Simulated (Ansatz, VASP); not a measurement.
This is a calculation of Sr2SO for VASP 6.6.1.

File INCAR:

```
SYSTEM = Sr2SO
PREC     = Accurate       ! precision mode
ENCUT    = 520            ! plane-wave cutoff, eV
EDIFF    = 1E-7           ! SCF threshold, eV
ISMEAR   = -1             ! smearing method
SIGMA    = 0.05           ! smearing width, eV
LREAL    = .False.        ! projectors in reciprocal space
LASPH    = .True.         ! aspherical terms in the spheres
NELM     = 80             ! most SCF steps
ALGO     = Normal         ! electronic algorithm
ISIF     = 2              ! what is computed and relaxed
LWAVE    = .False.        ! write WAVECAR
LCHARG   = .False.        ! write CHGCAR
GGA      = PE             ! functional
NBANDS   = 24             ! bands
```

File KPOINTS:

```
regular mesh
0
Gamma
  7 7 5
  0 0 0
```

Contents of POSCAR:

```
Sr2SO
1.0
    4.1225362893      0.0000000000      0.0000000000
    0.0000000000      4.1225362893      0.0000000000
    0.0000000000      0.0000000000      5.8301461186
Sr S O
2 1 1
Direct
    0.5000000000      0.5000000000      0.5000000000
    0.0000000000      0.0000000000      0.0000000000
    0.0000000000      0.0000000000      0.5000000000
    0.5000000000      0.5000000000      0.0000000000
```

Potentials or basis: VASP PAW PBE potentials, release 64 (Sr_sv, S, O).

Command:

```console
$ cat potpaw_PBE.64/Sr_sv/POTCAR potpaw_PBE.64/S/POTCAR potpaw_PBE.64/O/POTCAR > POTCAR
$ mpirun -np 1 vasp_std > vasp.out
```

**Question.** Set up the same calculation for Ansatz 0.2.0. Potentials there: Ansatz PAW.

**Answer.** As run (the cutoff follows the program's own potentials):

File input.yaml:

```yaml
crystal:
  lattice:
    - [4.1225362893, 0.0, 0.0]
    - [0.0, 4.1225362893, 0.0]
    - [0.0, 0.0, 5.8301461186]
  atoms:
    - { symbol: Sr, position: [0.5, 0.5, 0.5] }
    - { symbol: Sr, position: [0.0, 0.0, 0.0] }
    - { symbol: S, position: [0.0, 0.0, 0.5] }
    - { symbol: O, position: [0.5, 0.5, 0.0] }
hamiltonian:
  xc: pbe
  pseudopotentials: { kind: paw }
kpoints:
  mp_grid: { grid: [7, 7, 5] }
scf:
  occupations: { method: fermi_dirac, width: 0.05 }
output:
  forces: true
  stress: true
  eigenvalues: true
```

Potentials or basis: Ansatz PAW.

Command:

```bash
$ ansatz run input.yaml --threads 2 --pin off --max-ram 5120MiB --backend cpu --events-out ev --progress --plain --runs-dir out
```

Both were run:

|  | VASP | Ansatz | Ansatz less VASP |
| --- | --- | --- | --- |
| gap on the k mesh at the Fermi level (eV) | 2.23 | 2.25 | +0.019 |
| least direct gap on the mesh (eV) | 2.23 | 2.25 | +0.019 |
| pressure (GPa) | -3.0 | -3.2 | -0.17 |

Caveats: an odd mesh through Γ misses points on the zone boundary, where band edges often lie (VASP); odd divisions of the mesh miss points on the zone boundary, where band edges often lie, so the gap on the mesh can be too wide (Ansatz).
